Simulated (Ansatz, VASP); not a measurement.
Equation of state of CsBa3 under PBE

The structure is cubic, space group Pm-3m (No. 221). The conventional cell has a = 6.604 Å, b = 6.604 Å, c = 6.604 Å, α = 90.00°, β = 90.00°, γ = 90.00°.

The cell comes from a database or a generator and needn't be the stable form of this composition.

The cell was scaled at fixed shape and fractions and run with Ansatz, Ansatz PAW, cutoff 420 eV; PBE, k mesh 4 × 4 × 4 on the cell of 4 atoms, fermi-dirac occupations of 0.05 eV, no spin polarisation, no spin-orbit coupling. Energies are those that the program minimises, any entropy of the smearing included. For a metal such a mesh isn't converged to the digits shown.

| V (Å³/atom) | energy over the lowest row (meV/atom) |
| --- | --- |
| 67.6959 | 3.642 |
| 69.1362 | 1.234 |
| 70.5766 | 0.054 |
| 72.0169 | 0.000 |
| 73.4572 | 0.979 |
| 74.8976 | ? |
| 76.3379 | 5.711 |

Q: Fit the third-order Birch-Murnaghan form, give V0, B0 and B′, and predict the energy left open.

A: With y = (V0/V)^(2/3), E = E0 + (9 V0 B0/16) [(y - 1)³ B′ + (y - 1)² (6 - 4y)]. Least squares through the rows shown give V0 = 71.3642 Å³/atom, E0 = -0.109 meV, B0 = 5.921 GPa (1 eV/Å³ = 160.218 GPa) and B′ = 3.23, with a largest miss of 0.001 meV. At V = 74.8976 the form with these constants gives 2.910 meV; the run gave 2.908 meV an atom. Other set-ups at this level, from all their volumes (Å³/atom, GPa): VASP, PBE PAW files Ba_sv, Cs_sv, 520 eV: V0 71.612, B0 5.946.
